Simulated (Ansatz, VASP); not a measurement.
# CsLiMoO4 in two plane-wave programs

Wanted: the spread between two codes on one cell, functional and k mesh. The cell is taken from a series of runs on this material, whose earlier steps may have relaxed, scaled, displaced or heated it; both programs get it as it stands.

Calculated with Ansatz 0.2.0; plane waves, with VASP 6.6.1 beside it; dielectric response at LDA.

## Step 1: The structure

It takes space group F-43m (No. 216, cubic). The conventional cell has a = 8.392 Å, b = 8.392 Å, c = 8.392 Å, α = 90.00°, β = 90.00°, γ = 90.00°. Cs has 12 O at 3.49 Å nearest. Nearest to Li lie 4 O at 1.87 Å. Nearest to Mo lie 4 O at 1.76 Å. Nearest to O lie 1 Mo at 1.76 Å and 1 Li at 1.87 Å and 3 Cs at 3.49 Å. Farther neighbours and most contacts between anions are not listed.

Coordinates:

```cif
data_structure
_symmetry_space_group_name_H-M 'P 1'
_symmetry_Int_Tables_number 1
_cell_length_a 5.9341
_cell_length_b 5.9341
_cell_length_c 5.9341
_cell_angle_alpha 60.000
_cell_angle_beta 60.000
_cell_angle_gamma 60.000
_cell_volume 147.76
loop_
_atom_site_label
_atom_site_type_symbol
_atom_site_fract_x
_atom_site_fract_y
_atom_site_fract_z
_atom_site_occupancy
Cs1 Cs 0.75000 0.75000 0.75000 1
Li2 Li 0.50000 0.50000 0.50000 1
Mo3 Mo 0.25000 0.25000 0.25000 1
O4 O 0.88637 0.37121 0.37121 1
O5 O 0.37121 0.37121 0.88637 1
O6 O 0.37121 0.88637 0.37121 1
O7 O 0.37121 0.37121 0.37121 1
```

## Step 2: VASP: dielectric response, LDA

The response to a field tests empty states and converges slowly with the mesh.

Lines of VASP's logs that name or quote its potential files are left out, and so is its time.

Input file INCAR:

```
SYSTEM = CsLiMoO4
PREC = Accurate
ENCUT = 650
EDIFF = 1E-08
NELM = 120
ISMEAR = 0
SIGMA = 0.01
LREAL = .FALSE.
ALGO = Normal
GGA = CA
NBANDS = 32
LASPH = .TRUE.
LORBIT = 11
LWAVE = .FALSE.
LCHARG = .FALSE.
ISIF = 2
LEPSILON = .TRUE.
GGA_COMPAT = .FALSE.
KPAR = 2
```

Input file POSCAR:

```
CsLiMoO4
1.0
    0.0000000000      4.1960309700      4.1960309700
    4.1960309700      0.0000000000      4.1960309700
    4.1960309700      4.1960309700      0.0000000000
Cs Li Mo O
1 1 1 4
Direct
    0.7500000000      0.7500000000      0.7500000000
    0.5000000000      0.5000000000      0.5000000000
    0.2500000000      0.2500000000      0.2500000000
    0.8863674800      0.3712108400      0.3712108400
    0.3712108400      0.3712108400      0.8863674800
    0.3712108400      0.8863674800      0.3712108400
    0.3712108400      0.3712108400      0.3712108400
```

Input file KPOINTS:

```
Automatic mesh
0
Gamma
4 4 4
0 0 0
```

The projector-augmented-wave data sets are Cs_sv, Li_sv, Mo_sv and O (LDA family, release 64).

The run is started by

```bash
> mpirun -np 2 vasp_std
```

Numbers of over 12 decimals in the logs are rounded to 6 here.

The program printed:

```text
[banner, memory and clock lines left out]
running    2 mpi-ranks, on    1 nodes
 distrk:  each k-point on    1 cores,    2 groups
 distr:  one band on    1 cores,    1 groups

 POSCAR found type information on POSCAR CsLiMoO
 POSCAR found :  4 types and       7 ions
 LDA part: xc-table for (Slater(with rela. corr.)+CA(PZ))
 , standard interpolation
 POSCAR, INCAR and KPOINTS ok, starting setup
 FFT: planning ... GRIDC
 FFT: planning ... GRID_SOFT
 FFT: planning ... GRID
 WAVECAR not read
 entering main loop
       N       E                     dE             d eps       ncg     rms          rms(c)
DAV:   1     0.485206070552E+03    0.48521E+03   -0.29700E+04   544   0.174E+03
DAV:   2    -0.292220514723E+02   -0.51443E+03   -0.50355E+03   672   0.399E+02
DAV:   3    -0.650442668349E+02   -0.35822E+02   -0.35704E+02   688   0.105E+02
DAV:   4    -0.664396963460E+02   -0.13954E+01   -0.13930E+01   920   0.160E+01
DAV:   5    -0.664671832213E+02   -0.27487E-01   -0.27486E-01   624   0.170E+00    0.673E+01
DAV:   6    -0.550412104748E+02    0.11426E+02   -0.62990E+01   592   0.606E+01    0.129E+01
DAV:   7    -0.537003465098E+02    0.13409E+01   -0.19485E+01   568   0.330E+01    0.197E+01
DAV:   8    -0.531270853550E+02    0.57326E+00   -0.14038E+00   536   0.846E+00    0.491E+00
DAV:   9    -0.530714325471E+02    0.55653E-01   -0.17245E-01   688   0.279E+00    0.808E-01
DAV:  10    -0.530711666844E+02    0.26586E-03   -0.34557E-02   608   0.142E+00    0.385E-01
DAV:  11    -0.530708386056E+02    0.32808E-03   -0.44787E-03   600   0.503E-01    0.159E-01
DAV:  12    -0.530718635928E+02   -0.10250E-02   -0.13131E-03   544   0.167E-01    0.192E-01
DAV:  13    -0.530718960974E+02   -0.32505E-04   -0.19028E-04   664   0.107E-01    0.506E-02
DAV:  14    -0.530718916177E+02    0.44797E-05   -0.72542E-05   664   0.587E-02    0.742E-03
DAV:  15    -0.530718927051E+02   -0.10874E-05   -0.57520E-06   648   0.140E-02    0.139E-02
DAV:  16    -0.530718923840E+02    0.32109E-06   -0.10221E-06   592   0.767E-03    0.331E-03
DAV:  17    -0.530718922594E+02    0.12459E-06   -0.50956E-07   720   0.495E-03    0.668E-04
DAV:  18    -0.530718922606E+02   -0.11951E-08   -0.49108E-08   592   0.109E-03
   1 F= -.53071892E+02 E0= -.53071892E+02  d E =-.207022E-43
 Linear response reoptimize wavefunctions to high precision
DAV:   1    -0.530718922604E+02    0.23647E-09   -0.31327E-09   472   0.334E-04
DAV:   2    -0.530718922603E+02    0.83674E-10   -0.34989E-10   320   0.112E-04
 Linear response G [H, r] |phi>, progress :
  Direction:   1
       N       E                     dE             d eps       ncg     rms
RMM:   1    -0.231788282123E+03   -0.23179E+03    0.26048E+02   972   0.268E+02
RMM:   2    -0.216187210409E+03    0.15601E+02   -0.85590E+01   874   0.484E+01
RMM:   3    -0.218002753581E+03   -0.18155E+01   -0.10792E+01  1112   0.121E+01
RMM:   4    -0.218218222061E+03   -0.21547E+00   -0.21725E+00  1157   0.483E+00
RMM:   5    -0.218273565816E+03   -0.55344E-01   -0.40617E-01  1195   0.185E+00
RMM:   6    -0.218285124772E+03   -0.11559E-01   -0.10643E-01  1264   0.885E-01
RMM:   7    -0.218288728564E+03   -0.36038E-02   -0.27683E-02  1261   0.434E-01
RMM:   8    -0.218289560715E+03   -0.83215E-03   -0.98357E-02  1310   0.228E-01
RMM:   9    -0.218289426473E+03    0.13424E-03   -0.42541E-03  1265   0.125E-01
RMM:  10    -0.218290137272E+03   -0.71080E-03   -0.36854E-03  1303   0.756E-02
RMM:  11    -0.218289669642E+03    0.46763E-03   -0.36622E-03  1228   0.462E-02
RMM:  12    -0.218290028926E+03   -0.35928E-03   -0.34894E-03  1161   0.293E-02
RMM:  13    -0.218289814912E+03    0.21401E-03   -0.16112E-03  1115   0.188E-02
RMM:  14    -0.218289958780E+03   -0.14387E-03   -0.14462E-03  1069   0.125E-02
[...]
RMM:  18    -0.218289916458E+03   -0.24003E-04   -0.21469E-04  1009   0.362E-03
RMM:  19    -0.218289901637E+03    0.14821E-04   -0.26240E-05  1008   0.302E-03
RMM:  20    -0.218289911527E+03   -0.98899E-05   -0.92214E-05   996   0.264E-03
RMM:  21    -0.218289907030E+03    0.44970E-05   -0.99467E-06   995   0.240E-03
RMM:  22    -0.218289909346E+03   -0.23164E-05    0.58959E-05   987   0.223E-03
RMM:  23    -0.218289906403E+03    0.29429E-05    0.64613E-05   988   0.214E-03
RMM:  24    -0.218289908474E+03   -0.20704E-05    0.22233E-05   943   0.207E-03
RMM:  25    -0.218289908350E+03    0.12406E-06    0.20591E-05   919   0.203E-03
 Linear response G [H, r] |phi>, progress :
  Direction:   2
       N       E                     dE             d eps       ncg     rms
RMM:   1    -0.230528148833E+03   -0.23053E+03    0.26997E+02   963   0.267E+02
RMM:   2    -0.215916097255E+03    0.14612E+02   -0.84797E+01   870   0.480E+01
RMM:   3    -0.217716212946E+03   -0.18001E+01   -0.10649E+01  1103   0.120E+01
[...]
RMM:   3    -0.945200930880E+00   -0.23727E-02   -0.16179E-02  1075   0.297E-01
RMM:   4    -0.945510712873E+00   -0.30978E-03   -0.17714E-03  1131   0.109E-01
RMM:   5    -0.945573716471E+00   -0.63004E-04   -0.39284E-04  1169   0.428E-02
RMM:   6    -0.945583045266E+00   -0.93288E-05   -0.73279E-05  1151   0.186E-02
RMM:   7    -0.945585289166E+00   -0.22439E-05   -0.30385E-05  1111   0.826E-03
RMM:   8    -0.945585781114E+00   -0.49195E-06   -0.65085E-06  1064   0.419E-03
RMM:   9    -0.945585877392E+00   -0.96278E-07   -0.50402E-06   979   0.235E-03
[...]
RMM:   7    -0.697139754633E+00   -0.34917E-02   -0.40469E-03  2458   0.238E-01    0.241E-02
RMM:   8    -0.698706326767E+00   -0.15666E-02   -0.14850E-03  2565   0.102E-01    0.179E-02
RMM:   9    -0.698790046773E+00   -0.83720E-04   -0.75749E-04  2680   0.447E-02    0.741E-03
RMM:  10    -0.698724533793E+00    0.65513E-04   -0.70755E-05  2709   0.235E-02    0.394E-03
RMM:  11    -0.698748851690E+00   -0.24318E-04    0.27514E-04  2731   0.124E-02    0.216E-03
RMM:  12    -0.698764658596E+00   -0.15807E-04    0.17574E-04  2703   0.746E-03    0.782E-04
RMM:  13    -0.698775148071E+00   -0.10489E-04   -0.60565E-06  2840   0.427E-03    0.418E-04
RMM:  14    -0.698771372792E+00    0.37753E-05   -0.58193E-06  2810   0.249E-03    0.186E-04
RMM:  15    -0.698769186781E+00    0.21860E-05   -0.39293E-05  2768   0.154E-03    0.146E-04
RMM:  16    -0.698768325190E+00    0.86159E-06   -0.69326E-06  2607   0.966E-04    0.598E-05
RMM:  17    -0.698767449348E+00    0.87584E-06   -0.11116E-05  2438   0.613E-04    0.325E-05
RMM:  18    -0.698767995345E+00   -0.54600E-06   -0.84086E-06  2274   0.403E-04    0.343E-05
RMM:  19    -0.698767641136E+00    0.35421E-06   -0.40741E-07  2024   0.276E-04    0.180E-05
RMM:  20    -0.698767473668E+00    0.16747E-06   -0.44218E-06  1936   0.200E-04    0.259E-05
RMM:  21    -0.698767780878E+00   -0.30721E-06   -0.53507E-06  1803   0.155E-04    0.205E-05
RMM:  22    -0.698767823844E+00   -0.42967E-07   -0.85057E-06  1737   0.128E-04    0.283E-05
RMM:  23    -0.698768012146E+00   -0.18830E-06   -0.10413E-05  1727   0.116E-04    0.156E-05
RMM:  24    -0.698768004131E+00    0.80143E-08   -0.92471E-06  1707   0.109E-04    0.775E-06
 change of polarisation eV/A/(eV/A) component  1 :     1.300     0.002     0.000
 dielectric tensor                  component  1 :     2.592     0.003     0.000
 Linear response to external field, progress :
  Direction:   2
       N       E                     dE             d eps       ncg     rms          rms(c)
RMM:   1    -0.948823867502E+00   -0.94882E+00   -0.36366E+00  2510   0.505E+00
RMM:   2    -0.949272118496E+00   -0.44825E-03   -0.67140E-02  2154   0.115E+00    0.315E+00
RMM:   3    -0.754975724790E+00    0.19430E+00   -0.15006E+00  2052   0.473E+00    0.224E+00
RMM:   4    -0.675760555769E+00    0.79215E-01   -0.20771E-01  2134   0.207E+00    0.613E-01
RMM:   5    -0.691972493679E+00   -0.16212E-01   -0.96467E-02  2089   0.149E+00    0.324E-01
RMM:   6    -0.693333443339E+00   -0.13609E-02   -0.14132E-02  2276   0.528E-01    0.131E-01
RMM:   7    -0.696993889815E+00   -0.36604E-02   -0.25539E-03  2460   0.238E-01    0.241E-02
RMM:   8    -0.698713397237E+00   -0.17195E-02   -0.12509E-03  2563   0.102E-01    0.179E-02
RMM:   9    -0.698754392010E+00   -0.40995E-04    0.40526E-05  2671   0.460E-02    0.503E-03
RMM:  10    -0.698727297159E+00    0.27095E-04    0.14184E-04  2712   0.236E-02    0.416E-03
RMM:  11    -0.698747416088E+00   -0.20119E-04   -0.44679E-05  2727   0.121E-02    0.216E-03
RMM:  12    -0.698783014016E+00   -0.35598E-04   -0.14839E-04  2710   0.727E-03    0.536E-04
RMM:  13    -0.698773705657E+00    0.93084E-05    0.16414E-05  2855   0.407E-03    0.443E-04
RMM:  14    -0.698779232288E+00   -0.55266E-05   -0.78206E-05  2751   0.237E-03    0.180E-04
[...]
RMM:  30    -0.698773222944E+00    0.19467E-06   -0.16184E-05  1079   0.937E-05    0.335E-05
RMM:  31    -0.698773440630E+00   -0.21769E-06   -0.17566E-05  1201   0.948E-05    0.293E-05
RMM:  32    -0.698773362992E+00    0.77637E-07   -0.18371E-05  1109   0.944E-05    0.213E-05
RMM:  33    -0.698773303620E+00    0.59372E-07   -0.16866E-05   991   0.928E-05    0.190E-05
RMM:  34    -0.698773275411E+00    0.28209E-07   -0.16485E-05   992   0.933E-05    0.162E-05
RMM:  35    -0.698773299698E+00   -0.24288E-07   -0.16865E-05  1091   0.945E-05    0.127E-05
RMM:  36    -0.698773139514E+00    0.16018E-06   -0.15381E-05   975   0.925E-05    0.111E-05
RMM:  37    -0.698773195822E+00   -0.56308E-07   -0.16036E-05  1020   0.934E-05    0.819E-06
 change of polarisation eV/A/(eV/A) component  2 :     0.002     1.300    -0.000
 dielectric tensor                  component  2 :     0.002     2.592    -0.001
 Linear response to external field, progress :
  Direction:   3
       N       E                     dE             d eps       ncg     rms          rms(c)
RMM:   1    -0.948974474033E+00   -0.94897E+00   -0.36381E+00  2509   0.505E+00
RMM:   2    -0.949270490359E+00   -0.29602E-03   -0.67072E-02  2156   0.115E+00    0.315E+00
RMM:   3    -0.755912518890E+00    0.19336E+00   -0.15102E+00  2054   0.473E+00    0.224E+00
RMM:   4    -0.675999905120E+00    0.79913E-01   -0.21032E-01  2135   0.207E+00    0.613E-01
RMM:   5    -0.692277902567E+00   -0.16278E-01   -0.99666E-02  2091   0.149E+00    0.324E-01
RMM:   6    -0.693616307310E+00   -0.13384E-02   -0.16984E-02  2271   0.527E-01    0.131E-01
RMM:   7    -0.697138191295E+00   -0.35219E-02   -0.40684E-03  2457   0.239E-01    0.239E-02
RMM:   8    -0.698722180155E+00   -0.15840E-02   -0.14135E-03  2561   0.102E-01    0.178E-02
RMM:   9    -0.698784270576E+00   -0.62090E-04   -0.13193E-03  2670   0.459E-02    0.489E-03
RMM:  10    -0.698740723387E+00    0.43547E-04   -0.10271E-03  2713   0.235E-02    0.411E-03
RMM:  11    -0.698763059535E+00   -0.22336E-04   -0.60607E-05  2742   0.122E-02    0.210E-03
RMM:  12    -0.698782995747E+00   -0.19936E-04   -0.24747E-04  2705   0.725E-03    0.515E-04
RMM:  13    -0.698789769881E+00   -0.67741E-05    0.79862E-06  2855   0.412E-03    0.450E-04
RMM:  14    -0.698762719986E+00    0.27050E-04   -0.38871E-05  2772   0.238E-03    0.175E-04
RMM:  15    -0.698766198212E+00   -0.34782E-05   -0.47030E-05  2803   0.148E-03    0.151E-04
RMM:  16    -0.698762729190E+00    0.34690E-05   -0.44301E-05  2569   0.929E-04    0.571E-05
RMM:  17    -0.698763542120E+00   -0.81293E-06   -0.18884E-05  2416   0.592E-04    0.292E-05
RMM:  18    -0.698762874738E+00    0.66738E-06   -0.21554E-05  2268   0.386E-04    0.238E-05
RMM:  19    -0.698762797445E+00    0.77292E-07   -0.13072E-05  1969   0.264E-04    0.122E-05
RMM:  20    -0.698762698839E+00    0.98606E-07   -0.16702E-05  1895   0.194E-04    0.120E-05
RMM:  21    -0.698762607756E+00    0.91083E-07   -0.13048E-05  1947   0.155E-04    0.509E-06
 change of polarisation eV/A/(eV/A) component  3 :     0.001     0.001     1.300
 dielectric tensor                  component  3 :     0.002     0.001     2.592
 Born effective charges drift removed
```

OUTCAR, selected parts (step 2):

```text
ion  position               nearest neighbor table
   1  0.750  0.750  0.750-
   2  0.500  0.500  0.500-   7 1.87   5 1.87   6 1.87   4 1.87
   3  0.250  0.250  0.250-   4 1.76   5 1.76   6 1.76   7 1.76
   4  0.886  0.371  0.371-   3 1.76   2 1.87
   5  0.371  0.371  0.886-   3 1.76   2 1.87
   6  0.371  0.886  0.371-   3 1.76   2 1.87
   7  0.371  0.371  0.371-   3 1.76   2 1.87

  LATTYP: Found a face centered cubic cell.
 ALAT       =     8.3920619400

 Subroutine GETGRP returns: Found 24 space group operations
 (whereof 24 operations were pure point group operations)

The static configuration has the point symmetry T_d .

 Found      8 irreducible k-points:

   k-points           NKPTS =      8   k-points in BZ     NKDIM =      8   number of bands    NBANDS=     32

   dimension x,y,z NGX =    50 NGY =   50 NGZ =   50
   dimension x,y,z NGXF=   100 NGYF=  100 NGZF=  100

   ENCUT  =  650.0 eV  47.77 Ry    6.91 a.u.  12.34 12.34 12.34*2*pi/ulx,y,z

   NELECT =      50.0000    total number of electrons

 k-points in reciprocal lattice and weights: Automatic mesh
   0.00000000  0.00000000  0.00000000       0.016
   0.25000000  0.00000000  0.00000000       0.125
   0.50000000  0.00000000  0.00000000       0.062
   0.25000000  0.25000000  0.00000000       0.094
   0.50000000  0.25000000  0.00000000       0.375
  -0.25000000  0.25000000  0.00000000       0.188
   0.50000000  0.50000000  0.00000000       0.047
  -0.25000000  0.50000000  0.25000000       0.094

 average (electrostatic) potential at core
       1 -48.7219       2 -64.2689       3 -82.0390       4 -75.2155       5 -75.2155
       6 -75.2155       7 -75.2155

  Total       -1.5805886     -1.5805886     -1.5805886      0.0000000     -0.0000000      0.0000000
  in kB      -17.1389170    -17.1389170    -17.1389170      0.0000000     -0.0000000      0.0000000
  external PRESSURE =     -17.1389170 kB  Pullay stress =       0.0000000 kB

  energy-cutoff  :      650.00
  volume of cell :      147.76
      direct lattice vectors                 reciprocal lattice vectors
     0.000000000  4.196030970  4.196030970    -0.119160226  0.119160226  0.119160226
     4.196030970  0.000000000  4.196030970     0.119160226 -0.119160226  0.119160226
     4.196030970  4.196030970  0.000000000     0.119160226  0.119160226 -0.119160226

 POSITION                                       TOTAL-FORCE (eV/Angst)
 -----------------------------------------------------------------------------------
      6.29405      6.29405      6.29405        -0.000000     -0.000000     -0.000000
      4.19603      4.19603      4.19603        -0.000000     -0.000000     -0.000000
      2.09802      2.09802      2.09802        -0.000000     -0.000000     -0.000000
      3.11522      5.27684      5.27684         0.064498     -0.064498     -0.064498
      5.27684      5.27684      3.11522        -0.064498     -0.064498      0.064498
      5.27684      3.11522      5.27684        -0.064498      0.064498     -0.064498
      3.11522      3.11522      3.11522         0.064498      0.064498      0.064498
 -----------------------------------------------------------------------------------
    total drift:                                0.000001      0.000001      0.000001

 MACROSCOPIC STATIC DIELECTRIC TENSOR (including local field effects in DFT)
 ------------------------------------------------------
           2.591847    -0.000000    -0.000000
          -0.000000     2.591847     0.000000
           0.000000    -0.000000     2.591847
 ------------------------------------------------------

 PIEZOELECTRIC TENSOR (including local field effects)  for field in x, y, z        (C/m^2)
          XX          YY          ZZ          XY          YZ          ZX
  --------------------------------------------------------------------------------
  x     0.00000    -0.00000     0.00000     0.00000    -0.20943     0.00000
  y    -0.00000    -0.00000     0.00000     0.00000    -0.00000    -0.20943
  z     0.00000     0.00000     0.00000    -0.20943    -0.00000     0.00000

 BORN EFFECTIVE CHARGES (including local field effects) (in |e|, cummulative output)
 ---------------------------------------------------------------------------------
 ion    1
    1     1.31365     0.00000     0.00000
    2     0.00000     1.31365     0.00000
    3     0.00000     0.00000     1.31365
 ion    2
    1     1.35783     0.00000    -0.00000
    2     0.00000     1.35783     0.00000
    3     0.00000     0.00000     1.35783
 ion    3
    1     3.23884     0.00000    -0.00000
    2    -0.00000     3.23884    -0.00000
    3     0.00000     0.00000     3.23884
 ion    4
    1    -1.47758     0.71835     0.71835
    2     0.71835    -1.47758    -0.71835
    3     0.71835    -0.71835    -1.47758
 ion    5
    1    -1.47758    -0.71835     0.71835
    2    -0.71835    -1.47758     0.71835
    3     0.71835     0.71835    -1.47758
 ion    6
    1    -1.47758     0.71835    -0.71835
    2     0.71835    -1.47758     0.71835
    3    -0.71835     0.71835    -1.47758
 ion    7
    1    -1.47758    -0.71835    -0.71835
    2    -0.71835    -1.47758    -0.71835
    3    -0.71835    -0.71835    -1.47758
```

This run has no spin polarisation, so a moment on Mo, if there is one, isn't seen.

(Continued in part 2 of 2.)

[Lines on the potential files, build, host, timing and source positions are cut from VASP's logs without a mark.]

[Logs are printed without paths, hosts, clocks, repeated set-up lines and the standing remarks that a program may print on its own settings, such as how far it seeks lower states.]

[Hosts, paths, dates, database ids (printed as entryN), source tags and the programs' standing remarks are cut or masked in the printed files.]
